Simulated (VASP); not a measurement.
# ZnBi3 (Pm-3m) in VASP: a series of runs

One crystal, ZnBi3, is run at these levels: RPBE, PBEsol, BLYP; tasks: single point.

Everything below comes from runs of VASP 6.6.1. Logs are shortened: lines on timing, memory, paths and dates and some standing lists are left out, and cuts for length are marked.

**1. The crystal as given**

Symmetry: Pm-3m, No. 221, cubic system. The conventional cell has a = 4.873 Å, b = 4.873 Å, c = 4.873 Å, α = 90.00°, β = 90.00°, γ = 90.00°. Zn (site symmetry m-3m) has 12 Bi at 3.45 Å as nearest neighbours. Bi (site symmetry 4/mmm) has 4 Zn at 3.45 Å and 8 Bi at 3.45 Å as nearest neighbours.

The cell comes from a database or a generator and needn't be the stable form of this composition.

**2. Single point, RPBE**

INCAR

```
PREC = Accurate
ENCUT = 520
EDIFF = 1E-6
ISMEAR = 0
SIGMA = 0.05
LREAL = False
LASPH = True
NELM = 60
ALGO = Normal
ISIF = 2
LWAVE = False
LCHARG = False
GGA = RP
NBANDS = 36
```

KPOINTS

```
regular mesh
0
Gamma
  5 5 5
```

POSCAR

```
ZnBi3
1.0
    4.8731640000      0.0000000000      0.0000000000
    0.0000000000      4.8731640000      0.0000000000
    0.0000000000      0.0000000000      4.8731640000
Zn Bi
1 3
Direct
    0.0000000000      0.0000000000      0.0000000000
    0.0000000000      0.5000000000      0.5000000000
    0.5000000000      0.0000000000      0.5000000000
    0.5000000000      0.5000000000      0.0000000000
```

Potentials or basis: VASP PAW PBE potentials, release 64 (Zn, Bi_d).

Command:

```console
> cat potpaw_PBE.64/Zn/POTCAR potpaw_PBE.64/Bi_d/POTCAR > POTCAR
> mpirun -np 1 vasp_std > vasp.out
```

OUTCAR:

```text
PREC = Accurate
   ENCUT = 520
   EDIFF = 1E-6
   ISMEAR = 0
   LREAL = False
   LASPH = True
   NELM = 60
   ISIF = 2
   GGA = RP

 ion  position               nearest neighbor table
   1  0.000  0.000  0.000-   2 3.45   3 3.45   4 3.45   2 3.45   3 3.45   2 3.45   4 3.45   2 3.45
                             3 3.45   4 3.45   3 3.45   4 3.45
   2  0.000  0.500  0.500-   1 3.45   3 3.45   4 3.45   1 3.45   4 3.45   1 3.45   3 3.45   1 3.45
                             3 3.45   4 3.45   4 3.45   3 3.45
   3  0.500  0.000  0.500-   1 3.45   2 3.45   4 3.45   1 3.45   4 3.45   2 3.45   4 3.45   4 3.45
                             1 3.45   2 3.45   1 3.45   2 3.45
   4  0.500  0.500  0.000-   1 3.45   2 3.45   3 3.45   2 3.45   3 3.45   1 3.45   3 3.45   3 3.45
                             1 3.45   2 3.45   2 3.45   1 3.45

  LATTYP: Found a simple cubic cell.
 ALAT       =     4.8731640000

  Lattice vectors:

 A1 = (   4.8731640000,   0.0000000000,   0.0000000000)
 A2 = (   0.0000000000,   4.8731640000,   0.0000000000)
 A3 = (   0.0000000000,   0.0000000000,   4.8731640000)

Analysis of symmetry for initial positions (statically):
=====================================================================
 Subroutine PRICEL returns:
 Original cell was already a primitive cell.

 Routine SETGRP: Setting up the symmetry group for a
 simple cubic supercell.

 Subroutine GETGRP returns: Found 48 space group operations
 (whereof 48 operations were pure point group operations)
 out of a pool of 48 trial point group operations.

The static configuration has the point symmetry O_h .

Analysis of symmetry for dynamics (positions and initial velocities):
=====================================================================
 Subroutine PRICEL returns:
 Original cell was already a primitive cell.

 Routine SETGRP: Setting up the symmetry group for a
 simple cubic supercell.

 Subroutine GETGRP returns: Found 48 space group operations
 (whereof 48 operations were pure point group operations)
 out of a pool of 48 trial point group operations.

The dynamic configuration has the point symmetry O_h .

 Subroutine INISYM returns: Found 48 space group operations
 (whereof 48 operations are pure point group operations),
 and found     1 'primitive' translations

----------------------------------------------------------------------------------------

                                     Primitive cell

  volume of cell :     115.7266

  direct lattice vectors                    reciprocal lattice vectors
     4.873164000  0.000000000  0.000000000     0.205205489  0.000000000  0.000000000
     0.000000000  4.873164000  0.000000000     0.000000000  0.205205489  0.000000000
     0.000000000  0.000000000  4.873164000     0.000000000  0.000000000  0.205205489

  length of vectors
     4.873164000  4.873164000  4.873164000     0.205205489  0.205205489  0.205205489

  position of ions in fractional coordinates (direct lattice)
     0.000000000  0.000000000  0.000000000
     0.000000000  0.500000000  0.500000000
     0.500000000  0.000000000  0.500000000
     0.500000000  0.500000000  0.000000000

  ion indices of the primitive-cell ions
   primitive index   ion index
                 1           1
                 2           2
                 3           3
                 4           4

----------------------------------------------------------------------------------------

 KPOINTS: regular mesh

Automatic generation of k-mesh.
 Grid dimensions read from file:
 generate k-points for:    5    5    5

 Generating k-lattice:

  Cartesian coordinates                     Fractional coordinates (reciprocal lattice)
     0.041041098  0.000000000  0.000000000     0.200000000  0.000000000  0.000000000
     0.000000000  0.041041098  0.000000000     0.000000000  0.200000000  0.000000000
     0.000000000  0.000000000  0.041041098     0.000000000  0.000000000  0.200000000

  Length of vectors
     0.041041098  0.041041098  0.041041098

  Shift w.r.t. Gamma in fractional coordinates (k-lattice)
     0.000000000  0.000000000  0.000000000

 Subroutine IBZKPT returns following result:
 ===========================================

 Found     10 irreducible k-points:

 Following reciprocal coordinates:
            Coordinates               Weight
  0.000000  0.000000  0.000000      1.000000
  0.200000  0.000000  0.000000      6.000000
  0.400000  0.000000  0.000000      6.000000
  0.200000  0.200000  0.000000     12.000000
  0.400000  0.200000  0.000000     24.000000
  0.400000  0.400000  0.000000     12.000000
  0.200000  0.200000  0.200000      8.000000
  0.400000  0.200000  0.200000     24.000000
  0.400000  0.400000  0.200000     24.000000
  0.400000  0.400000  0.400000      8.000000
   k-points           NKPTS =     10   k-points in BZ     NKDIM =     10   number of bands    NBANDS=     36
   number of dos      NEDOS =    301   number of ions     NIONS =      4
   total plane-waves  NPLWV =  46656
   dimension x,y,z NGX =    36 NGY =   36 NGZ =   36
   dimension x,y,z NGXF=    72 NGYF=   72 NGZF=   72
   ions per type =               1   3
   NGX,Y,Z   is equivalent  to a cutoff of  12.28, 12.28, 12.28 a.u.
   NGXF,Y,Z  is equivalent  to a cutoff of  24.56, 24.56, 24.56 a.u.
 SYSTEM =  unknown system
   PREC   = accura    normal or accurate (medium, high low for compatibility)
   ISTART =      0    job   : 0-new  1-cont  2-samecut
   ICHARG =      2    charge: 1-file 2-atom 10-const
   ISPIN  =      1    spin polarized calculation?
   LNONCOLLINEAR =      F non collinear calculations
   LSORBIT =      F    spin-orbit coupling
   LASPH  =      T    aspherical Exc in radial PAW
   ENCUT  =  520.0 eV  38.22 Ry    6.18 a.u.   9.06  9.06  9.06*2*pi/ulx,y,z
   NELM   =     60;   NELMIN=  2; NELMDL= -5     # of ELM steps
   EDIFF  = 0.1E-05   stopping-criterion for ELM
   LREAL  =      F    real-space projection
   EDIFFG = 0.1E-04   stopping-criterion for IOM
   NSW    =      0    number of steps for IOM
   IBRION =     -1    ionic relax: 0-MD 1-quasi-New 2-CG
   NFREE  =      0    steps in history (QN), initial steepest desc. (CG)
   ISIF   =      2    stress and relaxation
   ISYM   =      2    0-nonsym 1-usesym 2-fastsym
   POTIM  = 0.5000    time-step for ionic-motion
   TEBEG  =    0.0;   TEEND  =   0.0 temperature during run
   PSTRESS=    0.0 pullay stress
   NELECT =      57.0000    total number of electrons
   NUPDOWN=      -1.0000    fix difference up-down
   EMIN   =  10.00;   EMAX   =-10.00  energy-range for DOS
   EFERMI =   0.00;   METHOD = LEGACY
   ISMEAR =     0;   SIGMA  =   0.05  broadening in eV -4-tet -1-fermi 0-gaus
   EFERMI_NEDOS =   21; number of points for ismear=-14 and -15
   IALGO  =     38    algorithm
   IMIX   =      4    mixing-type and parameters
     AMIX     =   0.40;   BMIX     =  1.00
     AMIX_MAG =   1.60;   BMIX_MAG =  1.00
  volume/ion in A,a.u.               =      28.93       195.24
  Fermi-wavevector in a.u.,A,eV,Ry     =   1.292872  2.443173 22.742372  1.671517
  Thomas-Fermi vector in A             =   2.424553
   LORBIT       =      0    0 simple, 1 ext, 2 COOP (PROOUT), +10 PAW based schemes
   GGA     = RP    functional components
   LHFCALC =     F    Hartree Fock is set to
   AEXX    =    0.0000 exact exchange contribution
   IVDW    =     0    specifies the selected vdW correction
   LEPSILON=     F    determine dielectric tensor
   LRPA    =     F    only Hartree local field effects (RPA)
 non-spin polarized calculation
 Gauss-broadening in eV      SIGMA  =   0.05
  energy-cutoff  :      520.00
  volume of cell :      115.73
 maximum number of plane-waves:      3127
   NGX = 19   NGY = 19   NGZ = 19

 number of electron      57.0000006 magnetization

 Free energy of the ion-electron system (eV)
  ---------------------------------------------------
  ext. energy  EPLUGINS =         0.00000000
  ---------------------------------------------------
  free energy    TOTEN  =       -10.58635988 eV

  energy without entropy =      -10.58473637  energy(sigma->0) =      -10.58554813

 E-fermi :   6.8756     XC(G=0): -10.0763

 val. band max:        6.7482655550   @ k =   0.4000   0.4000   0.0000
 cond. band min:       6.9228320318   @ k =   0.2000   0.2000   0.0000
 fundamental gap:      0.1745664768
 Fermi energy:         6.8755544636

 k-point     1 :       0.0000    0.0000    0.0000
  band No.  band energies     occupation
      1     -16.4780      2.00000
      2     -16.4780      2.00000
      3     -16.4780      2.00000
      4     -16.4484      2.00000
      5     -16.3918      2.00000
      6     -16.3918      2.00000
[... 28 lines left out ...]
     35      11.8055      0.00000
     36      11.8055      0.00000

 k-point     2 :       0.2000    0.0000    0.0000
  band No.  band energies     occupation
      1     -16.4753      2.00000
      2     -16.4549      2.00000
      3     -16.4549      2.00000
      4     -16.4348      2.00000
      5     -16.3904      2.00000
      6     -16.3794      2.00000
[... 28 lines left out ...]
     35      12.8633      0.00000
     36      12.9894      0.00000

 k-point     3 :       0.4000    0.0000    0.0000
  band No.  band energies     occupation
      1     -16.4707      2.00000
      2     -16.4047      2.00000
      3     -16.3945      2.00000
      4     -16.3945      2.00000
      5     -16.3874      2.00000
      6     -16.3512      2.00000
[... 28 lines left out ...]
     35      11.8335      0.00000
     36      11.8335      0.00000
[... 196 lines left out ...]
 k-point     9 :       0.4000    0.4000    0.2000
  band No.  band energies     occupation
      1     -16.4193      2.00000
      2     -16.4121      2.00000
      3     -16.4048      2.00000
      4     -16.3963      2.00000
      5     -16.3772      2.00000
      6     -16.3640      2.00000
[... 28 lines left out ...]
     35      11.9281      0.00000
     36      13.0978      0.00000

 k-point    10 :       0.4000    0.4000    0.4000
  band No.  band energies     occupation
      1     -16.4202      2.00000
      2     -16.4136      2.00000
      3     -16.4136      2.00000
      4     -16.4001      2.00000
      5     -16.4001      2.00000
      6     -16.3951      2.00000
[... 28 lines left out ...]
     35      13.2698      0.00000
     36      13.2698      0.00000

------------------------ aborting loop because EDIFF is reached ----------------------------------------

  FORCE on cell =-STRESS in cart. coord.  units (eV):
  Direction    XX          YY          ZZ          XY          YZ          ZX
  --------------------------------------------------------------------------------------
  -------------------------------------------------------------------------------------
  Total        0.9974111      0.9974111      0.9974111     -0.0000000      0.0000000     -0.0000000
  in kB       13.8086657     13.8086657     13.8086657     -0.0000000      0.0000000     -0.0000000
  external PRESSURE =      13.8086657 kB  Pullay stress =       0.0000000 kB

 VOLUME and BASIS-vectors are now :
 -----------------------------------------------------------------------------
  energy-cutoff  :      520.00
  volume of cell :      115.73
      direct lattice vectors                 reciprocal lattice vectors
     4.873164000  0.000000000  0.000000000     0.205205489  0.000000000  0.000000000
     0.000000000  4.873164000  0.000000000     0.000000000  0.205205489  0.000000000
     0.000000000  0.000000000  4.873164000     0.000000000  0.000000000  0.205205489

 POSITION                                       TOTAL-FORCE (eV/Angst)
 -----------------------------------------------------------------------------------
      0.00000      0.00000      0.00000         0.000000      0.000000      0.000000
      0.00000      2.43658      2.43658         0.000000      0.000000      0.000000
      2.43658      0.00000      2.43658         0.000000      0.000000      0.000000
      2.43658      2.43658      0.00000         0.000000      0.000000      0.000000
 -----------------------------------------------------------------------------------
    total drift:                                0.000000      0.000000      0.000000

  FREE ENERGIE OF THE ION-ELECTRON SYSTEM (eV)
  ---------------------------------------------------
  free  energy   TOTEN  =       -10.5863598805 eV

  energy  without entropy=      -10.5847363698  energy(sigma->0) =      -10.58554813
```

Wall time 36 s (1 thread of Intel Xeon Platinum 8259CL at 2.50GHz (Skylake/Cascade Lake), shared host); peak memory 0.21 GiB.

Results:

| Quantity | Value |
| --- | --- |
| Free energy | -10.5864 eV |
| Pressure | 1.4 GPa |
| Band gap on the k mesh | none (metal or under the smearing width) |

Levels at points of the mesh, in eV from the Fermi level:
```
           k point  band 25  band 26  band 27  band 28  band 29  band 30  band 31  band 32
(0.00, 0.00, 0.00)    -4.09    -4.09    -2.51     0.71     0.71     0.71     2.08     2.08
```

Caveat: the PAW data sets were made with another functional, which shifts forces and pressure a little; spin-orbit coupling is left out, which moves the levels of the heavy elements.

**3. Single point, PBEsol**

INCAR

```
  ALGO = Normal
  EDIFF = 1E-6
  ENCUT = 520
  GGA = PS
  ISIF = 2
  ISMEAR = 0
  LASPH = T
  LCHARG = F
  LREAL = F
  LWAVE = F
  NBANDS = 36
  NELM = 80
  PREC = Accurate
  SIGMA = 0.05
```

KPOINTS

```
k-points
0
Gamma
  5 5 5
```

POSCAR is that of step 2.

Potentials or basis: VASP PAW PBE potentials, release 64 (Zn, Bi_d).

Command:

```console
> cat potpaw_PBE.64/Zn/POTCAR potpaw_PBE.64/Bi_d/POTCAR > POTCAR
> mpirun -np 1 vasp_std > vasp.out
```

It took 36 s on 1 thread of Intel Xeon Platinum 8259CL at 2.50GHz (Skylake/Cascade Lake), shared host; peak memory 0.21 GiB.

The run converged. Its results:

```
Free energy            : -13.7472 eV
Pressure               : -2.9 GPa
Band gap on the k mesh : none (metal or under the smearing width)
```

Levels at points of the mesh, in eV from the Fermi level:
| k point | band 24 | band 25 | band 26 | band 27 | band 28 | band 29 | band 30 | band 31 | band 32 | band 33 |
| --- | --- | --- | --- | --- | --- | --- | --- | --- | --- | --- |
| (0.00, 0.00, 0.00) | -4.08 | -4.08 | -4.08 | -2.54 | 0.70 | 0.70 | 0.70 | 2.07 | 2.07 | 2.07 |

Caveat: the PAW data sets were made with another functional, which shifts forces and pressure a little; spin-orbit coupling is left out, which moves the levels of the heavy elements.

**4. Single point, BLYP**

INCAR

```
  PREC = Accurate
  ENCUT = 520
  EDIFF = 1E-6
  ISMEAR = 0
  SIGMA = 0.05
  LREAL = False
  LASPH = True
  NELM = 60
  ALGO = Normal
  ISIF = 2
  LWAVE = False
  LCHARG = True
  GGA = B5
  ALDAX = 1.0
  AGGAX = 1.0
  AGGAC = 1.0
  ALDAC = 0.0
  LELF = True
  LVHAR = True
  NBANDS = 36
```

KPOINTS

```
regular mesh
0
Gamma
  5 5 5
```

POSCAR is that of step 3.

Potentials or basis: VASP PAW PBE potentials, release 64 (Zn, Bi_d).

Command:

```console
> cat potpaw_PBE.64/Zn/POTCAR potpaw_PBE.64/Bi_d/POTCAR > POTCAR
> mpirun -np 1 vasp_std > vasp.out
```

OUTCAR:

```text
PREC = Accurate
   ENCUT = 520
   EDIFF = 1E-6
   ISMEAR = 0
   LREAL = False
   LASPH = True
   NELM = 60
   ISIF = 2
   GGA = B5

 ion  position               nearest neighbor table
   1  0.000  0.000  0.000-   2 3.45   3 3.45   4 3.45   2 3.45   3 3.45   2 3.45   4 3.45   2 3.45
                             3 3.45   4 3.45   3 3.45   4 3.45
   2  0.000  0.500  0.500-   1 3.45   3 3.45   4 3.45   1 3.45   4 3.45   1 3.45   3 3.45   1 3.45
                             3 3.45   4 3.45   4 3.45   3 3.45
   3  0.500  0.000  0.500-   1 3.45   2 3.45   4 3.45   1 3.45   4 3.45   2 3.45   4 3.45   4 3.45
[... 579 lines left out ...]
  -------------------------------------------------------------------------------------
  Total        2.9346006      2.9346006      2.9346006     -0.0000000     -0.0000000     -0.0000000
  in kB       40.6280985     40.6280985     40.6280985     -0.0000000     -0.0000000     -0.0000000
  external PRESSURE =      40.6280985 kB  Pullay stress =       0.0000000 kB

 VOLUME and BASIS-vectors are now :
 -----------------------------------------------------------------------------
  energy-cutoff  :      520.00
  volume of cell :      115.73
      direct lattice vectors                 reciprocal lattice vectors
     4.873164000  0.000000000  0.000000000     0.205205489  0.000000000  0.000000000
     0.000000000  4.873164000  0.000000000     0.000000000  0.205205489  0.000000000
     0.000000000  0.000000000  4.873164000     0.000000000  0.000000000  0.205205489

 POSITION                                       TOTAL-FORCE (eV/Angst)
 -----------------------------------------------------------------------------------
      0.00000      0.00000      0.00000         0.000000      0.000000      0.000000
      0.00000      2.43658      2.43658         0.000000      0.000000      0.000000
      2.43658      0.00000      2.43658         0.000000      0.000000      0.000000
      2.43658      2.43658      0.00000         0.000000      0.000000      0.000000
 -----------------------------------------------------------------------------------
    total drift:                                0.000000      0.000000      0.000000

  FREE ENERGIE OF THE ION-ELECTRON SYSTEM (eV)
  ---------------------------------------------------
  free  energy   TOTEN  =        -9.0176047225 eV

  energy  without entropy=       -9.0157278482  energy(sigma->0) =       -9.01666629
```

Run time: 62 s. Hardware: 1 thread of Intel Xeon Platinum 8259CL at 2.50GHz (Skylake/Cascade Lake), shared host; peak memory 0.21 GiB.

Results:

- Free energy: -9.0176 eV
- Pressure: 4.1 GPa
- Band gap on the k mesh: none (metal or under the smearing width)

Caveat: the PAW data sets were made with another functional, which shifts forces and pressure a little; spin-orbit coupling is left out, which moves the levels of the heavy elements.

**5. Summary**

| level | gap on the mesh (eV) | pressure (GPa) |
| --- | --- | --- |
| RPBE | none | 1.4 |
| PBEsol | none | -2.9 |
| BLYP | none | 4.1 |

Alike in all rows: task single point; potentials or basis VASP PAW PBE potentials, release 64 (Zn, Bi_d); no spin polarisation; cell as given; k mesh 5 × 5 × 5; cutoff (eV) 520; smearing gaussian 0.05 eV.

Every run on the cell as given and a fine mesh finds a metal. The pressure there spans -2.9 GPa (PBEsol) to 4.1 GPa (BLYP); a positive pressure means that this level wants a larger cell, a negative one a smaller.

Caveats: the PAW data sets were made with another functional, which shifts forces and pressure a little; spin-orbit coupling is left out, which moves the levels of the heavy elements.

Absolute energies hang on the potentials; compare differences alone.
